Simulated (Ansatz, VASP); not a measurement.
# C: VASP beside Ansatz, part 2 of 2

One calculation is typed for both programs; each brings its own data sets. How far apart do they land? The cell is taken from a series of runs on this material, whose earlier steps may have relaxed, scaled, displaced or heated it; both programs get it as it stands.

VASP 6.6.1 and Ansatz 0.2.0.

So far: The starting structure; VASP: relaxation of cell and atoms, r2SCAN, pair 1; Ansatz: relaxation of cell and atoms, r2SCAN, pair 1; Comparison.

## 5. Ansatz: relaxation of cell and atoms, r2SCAN, pair 2

Level of this step: Ansatz beside VASP: Kohn-Sham DFT, plane waves, r2SCAN (Ansatz).

The relaxed volume is the usual yardstick between codes: in a stiff, nearly cubic crystal its relative difference is about their pressure difference at one cell divided by the bulk modulus. This pair takes another cell of the material, with 8 atoms against 4 for the pair before.

The cell is taken from a series of runs on this material, whose earlier steps may have relaxed, scaled, displaced or heated it; both programs get it as it stands.

input.yaml reads:

```yaml
crystal:
  lattice:
    - [2.52, 0.0, 0.0]
    - [-1.26, 2.18238402, 0.0]
    - [0.0, 0.0, 8.23028554]
  atoms:
    - { symbol: C, position: [0.66666667, 0.33333333, 0.65625] }
    - { symbol: C, position: [0.66666667, 0.33333333, 0.84375] }
    - { symbol: C, position: [0.0, 0.0, 0.90625] }
    - { symbol: C, position: [0.0, 0.0, 0.09375] }
    - { symbol: C, position: [0.33333333, 0.66666667, 0.15625] }
    - { symbol: C, position: [0.33333333, 0.66666667, 0.34375] }
    - { symbol: C, position: [0.0, 0.0, 0.40625] }
    - { symbol: C, position: [0.0, 0.0, 0.59375] }
kpoints:
  mp_grid: { grid: [15, 15, 4] }
scf:
  occupations: { method: fermi_dirac, width: 0.02 }
hamiltonian:
  xc: r2scan
  pseudopotentials: { kind: paw, azcp: { folder: soft_1 } }
basis:
  ecutwfc: 600
output:
  forces: true
  stress: true
relax:
  f_tol: 0.005
  max_steps: 70
  cell: { stress_tol: 0.02, p_target: 0 }
```

The run is started by

```
ansatz run input.yaml --threads 4 --pin off --max-ram 10240MiB --backend cpu --events-out ev --progress --plain --runs-dir out
```

Numbers of over 12 decimals in the logs are rounded to 6 here.

Output:

```text
[...]
Crystal: 8 atoms, lattice volume = 45.263 Å³
Basis set: ecut = 600 eV, 1461 PW (Γ), exchange–correlation on 96×96×288 points (64 copies of the dense FFT grid, shifted against one another)
Bands: 24, of which v1, the nominal top of the filled ones, is band 16 counted from 1 (15 counted from 0)
Symmetry: 24 space group operations
[...]
k-points: 81 of 900
[...]
- [-1.254897, 2.173545, 0.0]
    - [0.0, 0.0, 8.280198]
  atoms:
    - { symbol: C, position: [0.666667, 0.333333, 0.655495] }
    - { symbol: C, position: [0.666667, 0.333333, 0.844505] }
    - { symbol: C, position: [0, 0, 0.907067] }
    - { symbol: C, position: [0, 0, 0.092933] }
    - { symbol: C, position: [0.333333, 0.666667, 0.155495] }
    - { symbol: C, position: [0.333333, 0.666667, 0.344505] }
    - { symbol: C, position: [0, 0, 0.407067] }
    - { symbol: C, position: [0, 0, 0.592933] }
[key lines of the parts left out:]
SCF converged after 5 iterations
Free energy (F): -2012.351373 eV
Fermi energy:    15.925419 eV
P = ⅓ Tr σ = -0.0167 GPa (-0.167 kbar)
```

## 6. VASP: relaxation of cell and atoms, r2SCAN, pair 2

The same cell, functional, mesh and smearing now go to VASP, with its own data sets.

INCAR reads:

```
SYSTEM = C
PREC = Accurate
ENCUT = 660
EDIFF = 1E-07
NELM = 120
ISMEAR = -1
SIGMA = 0.02
LREAL = .FALSE.
ALGO = Normal
METAGGA = R2SCAN
LASPH = .TRUE.
NBANDS = 24
LORBIT = 11
LWAVE = .FALSE.
LCHARG = .FALSE.
ISIF = 3
IBRION = 2
NSW = 80
EDIFFG = -0.005
GGA_COMPAT = .FALSE.
NELMIN = 4
EFERMI = MIDGAP
LMIXTAU = .TRUE.
KPAR = 2
```

POSCAR reads:

```
C
1.0
    2.5200000000      0.0000000000      0.0000000000
   -1.2600000000      2.1823840200      0.0000000000
    0.0000000000      0.0000000000      8.2302855400
C
8
Direct
    0.6666666700      0.3333333300      0.6562500000
    0.6666666700      0.3333333300      0.8437500000
    0.0000000000      0.0000000000      0.9062500000
    0.0000000000      0.0000000000      0.0937500000
    0.3333333300      0.6666666700      0.1562500000
    0.3333333300      0.6666666700      0.3437500000
    0.0000000000      0.0000000000      0.4062500000
    0.0000000000      0.0000000000      0.5937500000
```

KPOINTS reads:

```
Automatic mesh
0
Gamma
15 15 4
0 0 0
```

PAW data sets: C (PBE family, release 64).

The run is started by

```
mpirun -np 2 vasp_std
```

Output:

```text
[banner, memory and clock lines left out]
running    2 mpi-ranks, on    1 nodes
[...]
[... a notice as in an earlier step ...]

 LDA part: xc-table for (None), standard interpolation
 POSCAR, INCAR and KPOINTS ok, starting setup
[...]
entering main loop
       N       E                     dE             d eps       ncg     rms          rms(c)
DAV:   1     0.800355535189E+02    0.80036E+02   -0.19929E+04  3888   0.161E+03
DAV:   2    -0.820157368261E+02   -0.16205E+03   -0.15181E+03  5360   0.267E+02
DAV:   3    -0.876877698703E+02   -0.56720E+01   -0.56350E+01  5168   0.454E+01
DAV:   4    -0.877405481747E+02   -0.52778E-01   -0.52736E-01  4872   0.491E+00
[...]
DAV:  19    -0.785720264792E+02   -0.91187E-06   -0.13302E-07  3384   0.362E-03    0.206E-03
DAV:  20    -0.785720262546E+02    0.22457E-06   -0.38059E-08  3040   0.171E-03    0.112E-03
DAV:  21    -0.785720262121E+02    0.42507E-07   -0.13703E-08  2848   0.123E-03
   1 F= -.78572026E+02 E0= -.78572026E+02  d E =-.785720E+02
[... from here on, the cycles between the ionic steps are left out ...]
   2 F= -.78553190E+02 E0= -.78553190E+02  d E =0.188365E-01
   3 F= -.78593281E+02 E0= -.78593281E+02  d E =-.212545E-01
   4 F= -.78593278E+02 E0= -.78593278E+02  d E =-.212522E-01
   5 F= -.78593281E+02 E0= -.78593281E+02  d E =-.214649E-05
   6 F= -.78593443E+02 E0= -.78593443E+02  d E =-.164936E-03
   7 F= -.78593439E+02 E0= -.78593439E+02  d E =0.408429E-05
   8 F= -.78593447E+02 E0= -.78593447E+02  d E =-.385160E-05
[...]
reached required accuracy - stopping structural energy minimisation
```

Parts of OUTCAR (step 6):

```text
  Total       -0.0022143     -0.0022143      0.0040320      0.0000000      0.0000000      0.0000000
  in kB       -0.0785161     -0.0785161      0.1429677      0.0000000      0.0000000      0.0000000
  external PRESSURE =      -0.0046882 kB  Pullay stress =       0.0000000 kB

 POSITION                                       TOTAL-FORCE (eV/Angst)
 -----------------------------------------------------------------------------------
      1.25506      0.72461      5.42820         0.000000      0.000000     -0.002063
      1.25506      0.72461      6.99306         0.000000     -0.000000      0.002063
      0.00000     -0.00000      7.51123         0.000000      0.000000      0.000033
      0.00000     -0.00000      0.76960         0.000000     -0.000000     -0.000033
     -0.00000      1.44921      1.28778        -0.000000      0.000000     -0.002063
     -0.00000      1.44921      2.85264        -0.000000     -0.000000      0.002063
      2.51011     -0.00000      3.37082        -0.000000     -0.000000      0.000033
      0.00000     -0.00000      4.91002        -0.000000      0.000000     -0.000033
 -----------------------------------------------------------------------------------
    total drift:                                0.000000     -0.000000      0.000000

  FREE ENERGIE OF THE ION-ELECTRON SYSTEM (eV)
  ---------------------------------------------------
  free  energy   TOTEN  =       -78.5934471930 eV

  energy  without entropy=      -78.5934471930  energy(sigma->0) =      -78.59344719

[... 1 part as in an earlier step ...]

[... 3 further parts left out ...]
[key lines of the parts left out:]
E-fermi :  12.2971
```

## 7. Side by side

Both answers:

```
                                         quantity  Ansatz   VASP  difference
                                      volume (Å³)   45.17  45.18     -0.03 %
edge a after relaxation, in the typed setting (Å)   2.510  2.510     -0.01 %
edge c after relaxation, in the typed setting (Å)   8.280  8.281     -0.01 %
```

## 8. Ansatz: relaxation of cell and atoms, r2SCAN, pair 3

The relaxed volume is the usual yardstick between codes: in a stiff, nearly cubic crystal its relative difference is about their pressure difference at one cell divided by the bulk modulus. This pair takes another cell of the material, with 12 atoms against 8 for the pair before.

The cell is taken from a series of runs on this material, whose earlier steps may have relaxed, scaled, displaced or heated it; both programs get it as it stands.

input.yaml reads:

```yaml
crystal:
  lattice:
    - [2.52, 0.0, 0.0]
    - [-1.26, 2.18238402, 0.0]
    - [0.0, 0.0, 12.3454283]
  atoms:
    - { symbol: C, position: [0.0, 0.0, 0.6875] }
    - { symbol: C, position: [0.0, 0.0, 0.8125] }
    - { symbol: C, position: [0.33333333, 0.66666667, 0.85416667] }
    - { symbol: C, position: [0.33333333, 0.66666667, 0.97916667] }
    - { symbol: C, position: [0.66666667, 0.33333333, 0.02083333] }
    - { symbol: C, position: [0.66666667, 0.33333333, 0.14583333] }
    - { symbol: C, position: [0.0, 0.0, 0.1875] }
    - { symbol: C, position: [0.0, 0.0, 0.3125] }
    - { symbol: C, position: [0.66666667, 0.33333333, 0.35416667] }
    - { symbol: C, position: [0.66666667, 0.33333333, 0.47916667] }
    - { symbol: C, position: [0.33333333, 0.66666667, 0.52083333] }
    - { symbol: C, position: [0.33333333, 0.66666667, 0.64583333] }
kpoints:
  mp_grid: { grid: [15, 15, 3] }
scf:
  occupations: { method: fermi_dirac, width: 0.02 }
hamiltonian:
  xc: r2scan
  pseudopotentials: { kind: paw, azcp: { folder: soft_1 } }
basis:
  ecutwfc: 600
output:
  forces: true
  stress: true
  write_density: true
  write_potential: true
  elf: true
  volumetric_format: npy
relax:
  f_tol: 0.005
  max_steps: 70
  cell: { stress_tol: 0.02, p_target: 0 }
```

The run is started by

```
ansatz run input.yaml --threads 4 --pin off --max-ram 10240MiB --backend cpu --events-out ev --progress --plain --runs-dir out
```

Output:

```text
[...]
Crystal: 12 atoms, lattice volume = 67.895 Å³
Basis set: ecut = 600 eV, 2149 PW (Γ), exchange–correlation on 96×96×400 points (64 copies of the dense FFT grid, shifted against one another)
Bands: 36, of which v1, the nominal top of the filled ones, is band 24 counted from 1 (23 counted from 0)
Symmetry: 24 space group operations
[...]
k-points: 54 of 675
[...]
- { symbol: C, position: [0.666667, 0.333333, 0.020766] }
    - { symbol: C, position: [0.666667, 0.333333, 0.145065] }
    - { symbol: C, position: [0, 0, 0.186834] }
    - { symbol: C, position: [0, 0, 0.313166] }
    - { symbol: C, position: [0.666667, 0.333333, 0.354935] }
    - { symbol: C, position: [0.666667, 0.333333, 0.479234] }
    - { symbol: C, position: [0.333333, 0.666667, 0.520766] }
    - { symbol: C, position: [0.333333, 0.666667, 0.645065] }
[key lines of the parts left out:]
SCF converged after 5 iterations
Free energy (F): -3018.571565 eV
Fermi energy:    15.826622 eV
P = ⅓ Tr σ = 0.0106 GPa (0.106 kbar)
```

## 9. VASP: relaxation of cell and atoms, r2SCAN, pair 3

The same cell, functional, mesh and smearing now go to VASP, with its own data sets.

INCAR: that of step 6 with these lines changed.

```diff
@@ -11,3 +11,3 @@
 LASPH = .TRUE.
-NBANDS = 24
+NBANDS = 36
 LORBIT = 11
```

POSCAR reads:

```
C
1.0
    2.5200000000      0.0000000000      0.0000000000
   -1.2600000000      2.1823840200      0.0000000000
    0.0000000000      0.0000000000     12.3454283000
C
12
Direct
    0.0000000000      0.0000000000      0.6875000000
    0.0000000000      0.0000000000      0.8125000000
    0.3333333300      0.6666666700      0.8541666700
    0.3333333300      0.6666666700      0.9791666700
    0.6666666700      0.3333333300      0.0208333300
    0.6666666700      0.3333333300      0.1458333300
    0.0000000000      0.0000000000      0.1875000000
    0.0000000000      0.0000000000      0.3125000000
    0.6666666700      0.3333333300      0.3541666700
    0.6666666700      0.3333333300      0.4791666700
    0.3333333300      0.6666666700      0.5208333300
    0.3333333300      0.6666666700      0.6458333300
```

KPOINTS reads:

```
Automatic mesh
0
Gamma
15 15 3
0 0 0
```

The run is started by

```
mpirun -np 2 vasp_std
```

Output:

```text
[banner, memory and clock lines left out]
running    2 mpi-ranks, on    1 nodes
[...]
[... a notice as in an earlier step ...]

 LDA part: xc-table for (None), standard interpolation
 POSCAR, INCAR and KPOINTS ok, starting setup
[...]
entering main loop
       N       E                     dE             d eps       ncg     rms          rms(c)
DAV:   1     0.141206386032E+03    0.14121E+03   -0.30482E+04  3888   0.163E+03
DAV:   2    -0.121025878141E+03   -0.26223E+03   -0.24659E+03  5028   0.287E+02
DAV:   3    -0.131531721293E+03   -0.10506E+02   -0.10415E+02  5152   0.513E+01
DAV:   4    -0.131657680734E+03   -0.12596E+00   -0.12553E+00  5096   0.585E+00
[...]
DAV:  21    -0.117914146109E+03   -0.72117E-06   -0.35318E-07  4912   0.428E-03    0.116E-03
DAV:  22    -0.117914145593E+03    0.51572E-06   -0.22616E-07  3392   0.335E-03    0.830E-04
DAV:  23    -0.117914145587E+03    0.63983E-08   -0.61112E-08  2516   0.179E-03
   1 F= -.11791415E+03 E0= -.11791415E+03  d E =-.117914E+03
[... from here on, the cycles between the ionic steps are left out ...]
   2 F= -.11791178E+03 E0= -.11791178E+03  d E =0.236451E-02
   3 F= -.11793426E+03 E0= -.11793426E+03  d E =-.201148E-01
   4 F= -.11793304E+03 E0= -.11793304E+03  d E =0.122184E-02
   5 F= -.11793475E+03 E0= -.11793475E+03  d E =-.491510E-03
   6 F= -.11793478E+03 E0= -.11793478E+03  d E =-.248196E-04
   7 F= -.11793479E+03 E0= -.11793479E+03  d E =-.394089E-04
[...]
reached required accuracy - stopping structural energy minimisation
```

Parts of OUTCAR (step 9):

```text
  Total       -0.0024733     -0.0024733      0.0014413      0.0000000      0.0000000      0.0000000
  in kB       -0.0584854     -0.0584854      0.0340816      0.0000000      0.0000000      0.0000000
  external PRESSURE =      -0.0276298 kB  Pullay stress =       0.0000000 kB

 POSITION                                       TOTAL-FORCE (eV/Angst)
 -----------------------------------------------------------------------------------
      0.00000     -0.00000      8.51176         0.000000      0.000000     -0.001704
      0.00000     -0.00000     10.07714         0.000000     -0.000000      0.001704
     -0.00000      1.45065     10.59493         0.000000     -0.000000     -0.000889
     -0.00000      1.45065     12.13528         0.000000      0.000000      0.001170
      1.25630      0.72533      0.25732        -0.000000     -0.000000     -0.001170
      1.25630      0.72533      1.79767        -0.000000      0.000000      0.000889
      0.00000     -0.00000      2.31546        -0.000000      0.000000     -0.001704
      0.00000     -0.00000      3.88084         0.000000     -0.000000      0.001704
      1.25630      0.72533      4.39863        -0.000000     -0.000000     -0.000889
      1.25630      0.72533      5.93898        -0.000000     -0.000000      0.001170
     -0.00000      1.45065      6.45362         0.000000      0.000000     -0.001170
     -0.00000      1.45065      7.99397         0.000000      0.000000      0.000889
 -----------------------------------------------------------------------------------
    total drift:                                0.000000     -0.000000      0.000000

  FREE ENERGIE OF THE ION-ELECTRON SYSTEM (eV)
  ---------------------------------------------------
  free  energy   TOTEN  =      -117.9347912672 eV

  energy  without entropy=     -117.9347912672  energy(sigma->0) =     -117.93479127

[... 1 part as in an earlier step ...]

[... 3 further parts left out ...]
[key lines of the parts left out:]
E-fermi :  12.2004
```

## 10. Comparison

Compared:

```
                                         quantity  Ansatz    VASP  difference
                                      volume (Å³)   67.73   67.75     -0.04 %
edge a after relaxation, in the typed setting (Å)   2.512   2.513     -0.02 %
edge c after relaxation, in the typed setting (Å)  12.391  12.393     -0.01 %
```

## 11. Results

| Quantity | Value |
| --- | --- |
| difference in volume (relaxation of cell and atoms, r2SCAN, pair 1) | -0.037 % |
| difference in volume (relaxation of cell and atoms, r2SCAN, pair 2) | -0.033 % |
| difference in volume (relaxation of cell and atoms, r2SCAN, pair 3) | -0.039 % |

What this shows: The difference in volume is -0.039 % (relaxation of cell and atoms, r2SCAN, pair 3), within the 1.2 % picked in this series as the mark of a large difference, as far as the stopping tolerances let one tell. VASP runs on this material, other cells and data sets included, that failed, so that no pair exists: relaxation of cell and atoms, r2SCAN (timeout). How closely two codes agree says nothing of how well the functional describes the real material.

[Lines on the potential files, build, host, timing and source positions are cut from VASP's logs without a mark.]

[Logs are printed without paths, hosts, clocks, repeated set-up lines and the standing remarks that a program may print on its own settings, such as how far it seeks lower states.]

[Hosts, paths, dates, database ids (printed as entryN), source tags and the programs' standing remarks are cut or masked in the printed files.]
